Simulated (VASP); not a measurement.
A run of VASP 6.6.1 is set up as follows.

The input INCAR:

```
SYSTEM = WAu
PREC = Normal
ENCUT = 600
EDIFF = 1E-5
ISMEAR = -1
SIGMA = 0.05
LREAL = .FALSE.
LASPH = .TRUE.
NELM = 80
ALGO = Normal
ISIF = 4
LWAVE = .FALSE.
LCHARG = .FALSE.
GGA = PE
IBRION = 2
NSW = 40
EDIFFG = -0.01
```

Contents of KPOINTS:

```
regular mesh
0
G
  8 8 8
  0 0 0
```

File POSCAR:

```
WAu
1.0
    0.0000000000      2.7479792600      2.7479792600
    2.7479792600      0.0000000000      2.7479792600
    2.7479792600      2.7479792600      0.0000000000
W Au
1 1
Direct
    0.0000000000      0.0000000000      0.0000000000
    0.7500000000      0.7500000000      0.7500000000
```

Potentials or basis: VASP PAW PBE potentials, release 64 (W_sv, Au).

Run with:

```sh
$ cat potpaw_PBE.64/W_sv/POTCAR potpaw_PBE.64/Au/POTCAR > POTCAR
$ mpirun -np 1 vasp_std > vasp.out
```

(1) What does it give for the band gap on the k mesh?

Results:

(1) none (metal or under the smearing width).

Caveat: the relaxation stopped at its first step, so nothing moved.
